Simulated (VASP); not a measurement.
Output of a VASP run:

File OUTCAR:
```
 ion  position               nearest neighbor table
   1  0.667  0.333  0.500-   4 2.00   4 2.00   4 2.00   3 2.01
   2  0.333  0.667  0.000-   3 2.00   3 2.00   3 2.00   4 2.01
   3  0.667  0.333  0.877-   2 2.00   2 2.00   2 2.00   1 2.01
   4  0.333  0.667  0.377-   1 2.00   1 2.00   1 2.00   2 2.01
  LATTYP: Found a hexagonal cell.
 ALAT       =     3.2756911286
 C/A-ratio  =     1.6275026805
 Subroutine PRICEL returns:
 Original cell was already a primitive cell.
 Subroutine GETGRP returns: Found 12 space group operations
The static configuration has the point symmetry C_3v.
 The point group associated with its full space group is C_6v.
The dynamic configuration has the point symmetry C_3v.
 Subroutine INISYM returns: Found 12 space group operations
 Subroutine IBZKPT returns following result:
 Found     30 irreducible k-points:

 Following reciprocal coordinates:
            Coordinates               Weight
  0.000000  0.000000  0.000000      1.000000
  0.125000  0.000000  0.000000      6.000000
  0.250000  0.000000  0.000000      6.000000
  0.375000 -0.000000  0.000000      6.000000
  0.500000  0.000000  0.000000      3.000000
  0.125000  0.125000  0.000000      6.000000
  0.250000  0.125000  0.000000     12.000000
  0.375000  0.125000  0.000000     12.000000
  0.250000  0.250000  0.000000      6.000000
  0.375000  0.250000  0.000000      6.000000
  0.000000  0.000000  0.250000      2.000000
  0.125000  0.000000  0.250000     12.000000
  0.250000  0.000000  0.250000     12.000000
  0.375000 -0.000000  0.250000     12.000000
  0.500000  0.000000  0.250000      6.000000
  0.125000  0.125000  0.250000     12.000000
  0.250000  0.125000  0.250000     24.000000
  0.375000  0.125000  0.250000     24.000000
  0.250000  0.250000  0.250000     12.000000
  0.375000  0.250000  0.250000     12.000000
  0.000000  0.000000  0.500000      1.000000
  0.125000  0.000000  0.500000      6.000000
  0.250000  0.000000  0.500000      6.000000
  0.375000 -0.000000  0.500000      6.000000
  0.500000  0.000000  0.500000      3.000000
  0.125000  0.125000  0.500000      6.000000
  0.250000  0.125000  0.500000     12.000000
  0.375000  0.125000  0.500000     12.000000
  0.250000  0.250000  0.500000      6.000000
  0.375000  0.250000  0.500000      6.000000
   k-points           NKPTS =     30   k-points in BZ     NKDIM =     30   number of bands    NBANDS=     22
   number of dos      NEDOS =    301   number of ions     NIONS =      4
   total plane-waves  NPLWV =  23040
   dimension x,y,z NGX =    24 NGY =   24 NGZ =   40
   dimension x,y,z NGXF=    48 NGYF=   48 NGZF=   80
   ions per type =               2   2
   PREC   = accura    normal or accurate (medium, high low for compatibility)
   ISTART =      0    job   : 0-new  1-cont  2-samecut
   ICHARG =      2    charge: 1-file 2-atom 10-const
   ISPIN  =      1    spin polarized calculation?
   LNONCOLLINEAR =      F non collinear calculations
   LSORBIT =      F    spin-orbit coupling
   INIWAV =      1    electr: 0-lowe 1-rand  2-diag
   ENCUT  =  520.0 eV  38.22 Ry    6.18 a.u.   6.09  6.09  9.91*2*pi/ulx,y,z
   NELM   =    100;   NELMIN=  2; NELMDL= -5     # of ELM steps
   EDIFF  = 0.1E-06   stopping-criterion for ELM
   LREAL  =      F    real-space projection
   NLSPLINE    = F    spline interpolate recip. space projectors
   LMAXMIX     =    4 max onsite mixed and CHGCAR
   VOSKOWN=      0    Vosko Wilk Nusair interpolation
   EDIFFG = -.1E-01   stopping-criterion for IOM
   NSW    =     30    number of steps for IOM
   NBLOCK =      1;   KBLOCK =     30    inner block; outer block
   IBRION =      2    ionic relax: 0-MD 1-quasi-New 2-CG
   NFREE  =      1    steps in history (QN), initial steepest desc. (CG)
   ISIF   =      4    stress and relaxation
   ISYM   =      2    0-nonsym 1-usesym 2-fastsym
   TEIN   =    0.0    initial temperature
   TEBEG  =    0.0;   TEEND  =   0.0 temperature during run
   SMASS  =  -3.00    Nose mass-parameter (am)
...
```

OSZICAR:
```
       N       E                     dE             d eps       ncg     rms          rms(c)
DAV:   1     0.286433660710E+03    0.28643E+03   -0.18550E+04  1346   0.298E+03
DAV:   2     0.115938224372E+02   -0.27484E+03   -0.26641E+03  1482   0.545E+02
DAV:   3    -0.249206132601E+02   -0.36514E+02   -0.36201E+02  1530   0.156E+02
DAV:   4    -0.263692215232E+02   -0.14486E+01   -0.14449E+01  1836   0.342E+01
DAV:   5    -0.263949536667E+02   -0.25732E-01   -0.25722E-01  1466   0.395E+00    0.106E+01
DAV:   6    -0.225596635618E+02    0.38353E+01   -0.15132E+01  2364   0.534E+01    0.320E+00
DAV:   7    -0.226781589870E+02   -0.11850E+00   -0.15153E+00  1416   0.108E+01    0.268E+00
DAV:   8    -0.226951412450E+02   -0.16982E-01   -0.28669E-01  2150   0.757E+00    0.926E-01
DAV:   9    -0.226721352575E+02    0.23006E-01   -0.11385E-01  2308   0.547E+00    0.394E-01
DAV:  10    -0.226734820959E+02   -0.13468E-02   -0.64413E-03  1506   0.873E-01    0.158E-01
DAV:  11    -0.226735484326E+02   -0.66337E-04   -0.28922E-03  1916   0.866E-01    0.615E-02
DAV:  12    -0.226735757812E+02   -0.27349E-04   -0.29104E-04  1440   0.126E-01    0.473E-02
DAV:  13    -0.226735815472E+02   -0.57659E-05   -0.14484E-04  2014   0.164E-01    0.335E-02
DAV:  14    -0.226735803440E+02    0.12031E-05   -0.16516E-05  1554   0.346E-02    0.190E-02
DAV:  15    -0.226735798953E+02    0.44871E-06   -0.19586E-06  1916   0.968E-03    0.134E-02
DAV:  16    -0.226735799521E+02   -0.56735E-07   -0.10748E-06  1558   0.112E-02    0.543E-03
DAV:  17    -0.226735801364E+02   -0.18437E-06   -0.10286E-06  2042   0.792E-03    0.668E-04
DAV:  18    -0.226735801106E+02    0.25806E-07   -0.10744E-07   934   0.299E-03
   1 F= -.22673580E+02 E0= -.22673580E+02  d E =-.226736E+02
       N       E                     dE             d eps       ncg     rms          rms(c)
DAV:   1    -0.226737235467E+02   -0.14341E-03   -0.58444E-03  1368   0.634E-01    0.718E-02
DAV:   2    -0.226736515341E+02    0.72013E-04   -0.37815E-04  1624   0.271E-01    0.435E-02
DAV:   3    -0.226735959232E+02    0.55611E-04   -0.94236E-05  1986   0.155E-01    0.421E-03
DAV:   4    -0.226735980788E+02   -0.21556E-05   -0.25531E-05  1364   0.494E-02    0.287E-03
DAV:   5    -0.226735978904E+02    0.18838E-06   -0.11494E-06  1780   0.102E-02    0.790E-04
DAV:   6    -0.226735979137E+02   -0.23291E-07   -0.27585E-07  1272   0.481E-03
   2 F= -.22673598E+02 E0= -.22673598E+02  d E =-.178031E-04
```

File OUTCAR:
```
------------------------ aborting loop because EDIFF is reached ----------------------------------------
  FORCE on cell =-STRESS in cart. coord.  units (eV):
  Direction    XX          YY          ZZ          XY          YZ          ZX
  --------------------------------------------------------------------------------------
  Total       -1.3354084     -1.3354084     -1.3531117      0.0000000      0.0000000      0.0000000
  in kB      -43.1880408    -43.1880396    -43.7605775      0.0000000      0.0000000      0.0000000
  external PRESSURE =     -43.3788859 kB  Pullay stress =       0.0000000 kB
  volume of cell :       49.54
      direct lattice vectors                 reciprocal lattice vectors
     1.637355381 -2.835982670 -0.000000000     0.305370481 -0.176305732  0.000000000
     1.637355381  2.835982670  0.000000000     0.305370481  0.176305732  0.000000000
     0.000000000  0.000000000  5.334388739     0.000000000 -0.000000000  0.187462903
  FREE ENERGIE OF THE ION-ELECTRON SYSTEM (eV)
  ---------------------------------------------------
  free  energy   TOTEN  =       -22.6735979137 eV

  energy  without entropy=      -22.6735979137  energy(sigma->0) =      -22.67359791

 reached required accuracy - stopping structural energy minimisation
```
(Selected blocks of OUTCAR.)

### POSCAR
```
GaN
1
    1.6378455818    -2.8368317222     0.0000000000
    1.6378455818     2.8368317222     0.0000000000
    0.0000000000     0.0000000000     5.3311960924
Ga N
2 2
Direct
  0.6666670000   0.3333330000   0.5000311170
  0.3333330000   0.6666670000   0.0000311170
  0.6666670000   0.3333330000   0.8769688830
  0.3333330000   0.6666670000   0.3769688830
```

**Question.** Reconstruct the remaining input files.

**Answer.** This is not unique; one that fits is the input of the run itself, RPBE GGA, plane waves, VASP's PBE PAW potentials (set 64).

File KPOINTS:
```
Automatic mesh
0
Gamma
8 8 4
0 0 0
```

### INCAR
```
ALGO=Normal
EDIFF=1E-7
EDIFFG=-0.01
ENCUT=520
GGA=RP
IBRION=2
ISIF=4
ISMEAR=0
LASPH=.TRUE.
LCHARG=.FALSE.
LMAXMIX=4
LREAL=.FALSE.
LWAVE=.FALSE.
NELM=100
NSW=30
PREC=Accurate
SIGMA=0.05
SYSTEM=GaN
```

POTCAR, in this order: Ga_d N (PBE.64 set). Program: vasp_std.

The compound is GaN in the wurtzite structure. This cell is one point of a volume scan, at 1.03 of the reference volume. Symmetry was kept, so distortions that lower it aren't found.
